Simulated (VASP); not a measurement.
Given:

```
BaSi2
1.0
   -2.34076     2.34076     4.35417
    2.34076    -2.34076     4.35417
    2.34076     2.34076    -4.35417
Ba Si
1 2
Direct
  0.00000   0.00000   0.00000
  0.37418   0.37418   0.00000
  0.62582   0.62582   0.00000
```

Method: PBEsol GGA with spin-orbit coupling, VASP's PBE PAW potentials (set 64) (plane waves; VASP). Settings: 400 eV cut-off, 8×8×8 Γ-centred mesh, Gaussian smearing of 0.050 eV, potentials Ba_sv Si.

Question: Give the energies of bands 11 to 24 at the high-symmetry points, in eV from the Fermi level.

Answer: 
| band | Γ | X | P | N | M | S | R |
|---|---|---|---|---|---|---|---|
| 11 | -3.36 | -3.91 | -4.32 | -4.78 | -4.85 | -4.51 | -4.06 |
| 12 | -3.36 | -3.91 | -4.32 | -4.78 | -4.85 | -4.51 | -4.06 |
| 13 | -2.24 | -1.43 | -1.40 | -1.82 | -0.43 | -2.33 | -1.40 |
| 14 | -2.24 | -1.43 | -1.40 | -1.82 | -0.43 | -2.33 | -1.40 |
| 15 | 0.36 | -1.08 | -1.27 | -1.02 | -0.31 | -0.99 | -1.09 |
| 16 | 0.36 | -1.08 | -1.27 | -1.02 | -0.31 | -0.99 | -1.09 |
| 17 | 0.46 | -1.08 | -0.16 | -0.77 | 0.10 | -0.48 | -0.74 |
| 18 | 0.46 | -1.08 | -0.16 | -0.77 | 0.10 | -0.48 | -0.74 |
| 19 | 0.51 | -0.12 | 0.91 | 2.21 | 1.05 | 1.95 | -0.36 |
| 20 | 0.51 | -0.12 | 0.91 | 2.21 | 1.05 | 1.95 | -0.36 |
| 21 | 0.53 | 2.37 | 0.95 | 2.50 | 3.51 | 2.50 | 2.43 |
| 22 | 0.53 | 2.37 | 0.95 | 2.50 | 3.51 | 2.50 | 2.43 |
| 23 | 1.83 | 4.84 | 3.75 | 3.00 | 3.55 | 3.86 | 5.12 |
| 24 | 1.83 | 4.84 | 3.75 | 3.00 | 3.55 | 3.86 | 5.13 |

It has no gap at this level: it comes out as a metal or semimetal.

The structure was generated: BaSi2 was put into the MoSi2 type (I4/mmm), which need not be its known phase. It was relaxed first, which changed the volume by +15 %.
